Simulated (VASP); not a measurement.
**WSb (relaxed from the CsCl type structure, space group Pm-3m): computed properties**

Computed with PBEsol GGA, VASP's PBE PAW potentials (set 64) (plane waves; VASP).

```yaml
space_group: Pm-3m (221)
cell: a = b = c = 3.293 Å, α = β = γ = 90.00°
volume_per_atom: 17.85 Å³/atom
band gap (over mesh and band path): none (metal, semimetal or under 0.01 eV)
density: 14.22 g/cm³
```

```xyz
2
Lattice="3.2926 0.0000 0.0000 0.0000 3.2926 0.0000 0.0000 0.0000 3.2926" Properties=species:S:1:pos:R:3 pbc="T T T"
W      0.0000     0.0000     0.0000
Sb     1.6463     1.6463     1.6463
```

Unless said otherwise, spin-orbit coupling is left out, though it shifts the bands of the heavy elements here.

The structure was generated: WSb was put into the CsCl type type (Pm-3m), which need not be its known phase. It was relaxed first, which changed the volume by -40 %. Symmetry was kept, so distortions that lower it aren't found. The electron count is odd and the run is not spin-polarised, which forces a metal.
